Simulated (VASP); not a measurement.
# CaCoAu3 (Pm-3m) in VASP: settings compared, part 3 of 3

VASP 6.6.1. Earlier steps stand in the parts before.

## (5) Relaxation of cell and atoms, PBE+D3(BJ), collinear spin, ferromagnetic start

The input, INCAR:

```
SYSTEM = CaCoAu3
ALGO     = Normal         ! electronic algorithm
EDIFF    = 1E-7           ! SCF threshold, eV
EDIFFG   = -0.02          ! ionic threshold
ENCUT    = 600            ! plane-wave cutoff, eV
GGA      = PE             ! functional
IBRION   = 2              ! ionic algorithm
ISIF     = 3              ! what is computed and relaxed
ISMEAR   = -1             ! smearing method
ISPIN    = 2              ! spin polarisation
IVDW     = 12             ! dispersion correction
LASPH    = .TRUE.         ! aspherical terms in the spheres
LCHARG   = .FALSE.        ! write CHGCAR
LMAXMIX  = 4              ! l up to which the mixer works
LORBIT   = 11             ! projections on sites
LREAL    = .FALSE.        ! projectors in reciprocal space
LWAVE    = .FALSE.        ! write WAVECAR
MAGMOM   = 0 2 0 0 0      ! initial moments
NELM     = 150            ! most SCF steps
NSW      = 60             ! ionic steps
PREC     = Accurate       ! precision mode
SIGMA    = 0.05           ! smearing width, eV
```

The input, KPOINTS:

```
k-points
0
G
  5 5 5
  0 0 0
```

The input, POSCAR:

```
CaCoAu3
1.0
    4.8510400000      0.0000000000      0.0000000000
    0.0000000000      4.8510400000      0.0000000000
    0.0000000000      0.0000000000      4.8510400000
Ca Co Au
1 1 3
Direct
    0.0000000000      0.0000000000      0.0000000000
    0.5000000000      0.5000000000      0.5000000000
    0.0000000000      0.5000000000      0.5000000000
    0.5000000000      0.0000000000      0.5000000000
    0.5000000000      0.5000000000      0.0000000000
```

Potentials or basis: VASP PAW PBE potentials, release 64 (Ca_sv, Co, Au).

Command:

```sh
> cat potpaw_PBE.64/Ca_sv/POTCAR potpaw_PBE.64/Co/POTCAR potpaw_PBE.64/Au/POTCAR > POTCAR
> mpirun -np 1 vasp_std > vasp.out
```

OUTCAR:

```text
SYSTEM = CaCoAu3
   EDIFF = 1E-7
   EDIFFG = -0.02
   ENCUT = 600
   GGA = PE
   IBRION = 2
   ISIF = 3
   ISMEAR = -1
   ISPIN = 2
   IVDW = 12
   LASPH = .TRUE.
   LORBIT = 11
   LREAL = .FALSE.
   NELM = 150
   NSW = 60
   PREC = Accurate
 IVDW          = 12

 ion  position               nearest neighbor table
   1  0.000  0.000  0.000-
   2  0.500  0.500  0.500-   3 2.43   4 2.43   5 2.43   5 2.43   4 2.43   3 2.43
   3  0.000  0.500  0.500-   2 2.43   2 2.43   5 3.43   5 3.43   4 3.43   4 3.43   4 3.43   5 3.43
                             5 3.43   4 3.43
   4  0.500  0.000  0.500-   2 2.43   2 2.43   5 3.43   5 3.43   3 3.43   3 3.43   5 3.43   5 3.43
                             3 3.43   3 3.43
   5  0.500  0.500  0.000-   2 2.43   2 2.43   4 3.43   3 3.43   3 3.43   4 3.43   4 3.43   4 3.43
                             3 3.43   3 3.43

  LATTYP: Found a simple cubic cell.
 ALAT       =     4.8510400000

  Lattice vectors:

 A1 = (   4.8510400000,   0.0000000000,   0.0000000000)
 A2 = (   0.0000000000,   4.8510400000,   0.0000000000)
 A3 = (   0.0000000000,   0.0000000000,   4.8510400000)

Analysis of symmetry for initial positions (statically):
=====================================================================
 Subroutine PRICEL returns:
 Original cell was already a primitive cell.

 Routine SETGRP: Setting up the symmetry group for a
 simple cubic supercell.

 Subroutine GETGRP returns: Found 48 space group operations
 (whereof 48 operations were pure point group operations)
 out of a pool of 48 trial point group operations.

The static configuration has the point symmetry O_h .

Analysis of symmetry for dynamics (positions and initial velocities):
=====================================================================
 Subroutine PRICEL returns:
 Original cell was already a primitive cell.

 Routine SETGRP: Setting up the symmetry group for a
 simple cubic supercell.

 Subroutine GETGRP returns: Found 48 space group operations
[... 131 lines left out ...]
  Thomas-Fermi vector in A             =   2.393175
   LORBIT       =     11    0 simple, 1 ext, 2 COOP (PROOUT), +10 PAW based schemes
   GGA     = PE    functional components
   LHFCALC =     F    Hartree Fock is set to
   AEXX    =    0.0000 exact exchange contribution
   IVDW    =    12    specifies the selected vdW correction
   LEPSILON=     F    determine dielectric tensor
   LRPA    =     F    only Hartree local field effects (RPA)
 conjugate gradient relaxation of ions
 spin polarized calculation
  energy-cutoff  :      600.00
  volume of cell :      114.16
 maximum number of plane-waves:      3823
 NGX is ok and might be reduce to    40
   NGX = 19   NGY = 19   NGZ = 19

--------------------------------------- Ionic step        1  -------------------------------------------

 number of electron      52.0000012 magnetization       1.6987204

 Free energy of the ion-electron system (eV)
  ---------------------------------------------------
  ext. energy  EPLUGINS =         0.00000000
  ---------------------------------------------------
  free energy    TOTEN  =       -18.75791279 eV

  energy without entropy =      -18.70782038  energy(sigma->0) =      -18.73286659

------------------------ aborting loop because EDIFF is reached ----------------------------------------

 Edisp (eV)   -2.03139

 E8    (eV) :    -0.9322
[... 77 lines left out ...]
--------------------------------------- Ionic step        3  -------------------------------------------

 number of electron      52.0000006 magnetization       1.4985821

 Free energy of the ion-electron system (eV)
  ---------------------------------------------------
  ext. energy  EPLUGINS =         0.00000000
  ---------------------------------------------------
  free energy    TOTEN  =       -18.71499534 eV

  energy without entropy =      -18.66682060  energy(sigma->0) =      -18.69090797

 E-fermi :   5.7274     XC(G=0): -10.5220

 val. band max:        5.7225793958   @ k =   0.4000   0.2000   0.0000
 cond. band min:       5.7500276159   @ k =   0.4000   0.4000   0.0000
 fundamental gap:      0.0274482201
 Fermi energy:         5.7273924782

 spin component 1

 k-point     1 :       0.0000    0.0000    0.0000
  band No.  band energies     occupation
      1     -36.1851      1.00000
      2     -17.1473      1.00000
      3     -17.1473      1.00000
      4     -17.1473      1.00000
      5      -2.1422      1.00000
      6       0.1346      1.00000
[... 339 lines left out ...]
     31       6.7128      0.00000
     32       9.5308      0.00000
 Fermi energy:         5.7273924782

 spin component 2

 k-point     1 :       0.0000    0.0000    0.0000
  band No.  band energies     occupation
      1     -36.1963      1.00000
      2     -17.1591      1.00000
      3     -17.1591      1.00000
      4     -17.1591      1.00000
      5      -2.0876      1.00000
      6       0.3520      1.00000
[... 375 lines left out ...]
  FREE ENERGIE OF THE ION-ELECTRON SYSTEM (eV)
  ---------------------------------------------------
  free  energy   TOTEN  =       -20.8348323750 eV

  energy  without entropy=      -20.7866576255  energy(sigma->0) =      -20.81074500

 reached required accuracy - stopping structural energy minimisation

 total charge

# of ion       s       p       d       tot
------------------------------------------
    1        2.025   5.835   0.156   8.016
    2        0.514   0.485   7.347   8.345
    3        0.729   0.255   8.724   9.707
    4        0.729   0.255   8.724   9.707
    5        0.729   0.255   8.724   9.707
--------------------------------------------------
tot          4.726   7.083  33.673  45.483

 magnetization (x)

# of ion       s       p       d       tot
------------------------------------------
    1        0.000  -0.002  -0.010  -0.012
    2        0.006   0.017   1.488   1.512
    3       -0.015  -0.013   0.057   0.029
    4       -0.015  -0.013   0.057   0.029
    5       -0.015  -0.013   0.057   0.029
--------------------------------------------------
tot         -0.040  -0.023   1.648   1.585
```

OSZICAR:

```text
N       E                     dE             d eps       ncg     rms          rms(c)
DAV:   1     0.432894925545E+03    0.43289E+03   -0.27138E+04  1280   0.181E+03
DAV:   2     0.115683986194E+02   -0.42133E+03   -0.40340E+03  1360   0.396E+02
DAV:   3    -0.193566644719E+02   -0.30925E+02   -0.29643E+02  1792   0.102E+02
[... 40 lines left out ...]
DAV:   7    -0.187149692205E+02   -0.16381E-03   -0.71391E-04  2216   0.253E-01    0.102E-01
DAV:   8    -0.187149951051E+02   -0.25885E-04   -0.11474E-04  1848   0.790E-02    0.315E-02
DAV:   9    -0.187149941810E+02    0.92412E-06   -0.31331E-05  2024   0.535E-02    0.890E-03
DAV:  10    -0.187149952695E+02   -0.10885E-05   -0.23067E-06  1808   0.102E-02    0.859E-03
DAV:  11    -0.187149953446E+02   -0.75119E-07   -0.42938E-07  1288   0.814E-03
   3 F= -.20834832E+02 E0= -.20810745E+02  d E =-.455293E-01  mag=     1.4978
```

CONTCAR:

```text
CaCoAu3
   1.00000000000000
     4.7828078408209569   -0.0000000000000000    0.0000000000000000
    -0.0000000000000000    4.7828078408209569    0.0000000000000000
     0.0000000000000000   -0.0000000000000000    4.7828078408209569
  Ca              Co              Au
     1     1     3
Direct
     0.0000000000000000    0.0000000000000000    0.0000000000000000
     0.5000000000000000    0.5000000000000000    0.5000000000000000
     0.0000000000000000    0.5000000000000000    0.5000000000000000
     0.5000000000000000    0.0000000000000000    0.5000000000000000
     0.5000000000000000    0.5000000000000000    0.0000000000000000

  0.00000000E+00  0.00000000E+00  0.00000000E+00
  0.00000000E+00  0.00000000E+00  0.00000000E+00
  0.00000000E+00  0.00000000E+00  0.00000000E+00
  0.00000000E+00  0.00000000E+00  0.00000000E+00
  0.00000000E+00  0.00000000E+00  0.00000000E+00
```

It took 7.8 min on 1 thread of AMD EPYC 7R43 (Zen 3), shared host; peak memory 0.31 GiB.

What came out:

```
Free energy                                           : -20.8348 eV
Relaxed volume                                        : 21.88 Å³/atom
Relaxed cell                                          : a = 4.783 Å, b = 4.783 Å, c = 4.783 Å, α = 90.00°, β = 90.00°, γ = 90.00°
Space group after relaxing (to 0.05 Å)                : Pm-3m (No. 221)
Energy gained by relaxing                             : 9.1 meV/atom
Ionic steps                                           : 3
Pressure after relaxing                               : 0.1 GPa
Band gap on the k mesh                                : none (metal or under the smearing width)
Net moment                                            : 1.50 μB per cell
Site moments                                          : Ca -0.01; Co +1.51; Au +0.03 μB
Valence electrons inside the program's atomic spheres : Ca 8.02; Co 8.35; Au 9.71
Dispersion energy per atom                            : -0.424 eV
```

The path:
| step | energy change (eV) | largest force (eV/Å) | pressure (GPa) | volume (Å³) |
| --- | --- | --- | --- | --- |
| 1 | 0.0000 | 0.0000 | -2.92 | 114.16 |
| 2 | -0.0364 | 0.0000 | 1.51 | 107.43 |
| 3 | -0.0455 | 0.0000 | 0.07 | 109.41 |

Final structure:
```yaml
crystal:
  lattice:
    - [4.78281, 0.00000, 0.00000]
    - [0.00000, 4.78281, 0.00000]
    - [0.00000, 0.00000, 4.78281]
  atoms:
    - { symbol: Ca, position: [0.00000, 0.00000, 0.00000] }
    - { symbol: Co, position: [0.50000, 0.50000, 0.50000] }
    - { symbol: Au, position: [0.00000, 0.50000, 0.50000] }
    - { symbol: Au, position: [0.50000, 0.00000, 0.50000] }
    - { symbol: Au, position: [0.50000, 0.50000, 0.00000] }
```

Caveat: pairwise dispersion overbinds metals, which lowers pressure and volume.

## (6) For comparison

An earlier run on the cell as given: functional PBE; potentials or basis VASP PAW PBE potentials, release 64 (Ca_sv, Co, Au); cutoff 520 eV; k mesh 6 × 6 × 6; occupations fermi-dirac, width 0.05 eV; collinear spin, ferromagnetic start; starting moments [0.0, 2.0, 0.0, 0.0, 0.0] μB.

- Pressure: -0.2 GPa
- Band gap on the k mesh: none (metal or under the smearing width)
- Net moment: 1.57 μB per cell
- Site moments: Ca -0.01; Co +1.56; Au +0.03 μB
- Valence electrons inside the program's atomic spheres: Ca 8.00; Co 8.25; Au 9.68

## (7) The runs side by side

| task | level | cell | k mesh | cutoff (eV) | gap on the mesh (eV) | pressure (GPa) | moment (μB) | relaxed volume (Å³/atom) |
| --- | --- | --- | --- | --- | --- | --- | --- | --- |
| relaxation of cell and atoms | PBE | relaxed | 5 × 5 × 5 | 600 | none | -0.1 | 1.70 | - |
| relaxation of cell and atoms | PBE+D2 | relaxed | 5 × 5 × 5 | 600 | none | 0.0 | 1.66 | 22.64 |
| relaxation of cell and atoms | PBE+D3 | relaxed | 5 × 5 × 5 | 600 | none | 0.0 | 1.66 | 22.66 |
| relaxation of cell and atoms | PBE+D3(BJ) | relaxed | 5 × 5 × 5 | 600 | none | 0.1 | 1.50 | 21.88 |
| single point | PBE | as given | 6 × 6 × 6 | 520 | none | -0.2 | 1.57 | - |

Alike in all rows: potentials or basis VASP PAW PBE potentials, release 64 (Ca_sv, Co, Au); spin collinear, ferromagnetic start; smearing fermi-dirac 0.05 eV.

Caveats: pairwise dispersion overbinds metals, which lowers pressure and volume (some runs); the relaxation stopped at its first step, so nothing moved (some runs); atom-pairwise D2, TS and ULG terms overbind metals (some runs).

Absolute energies hang on the potentials; compare differences alone.
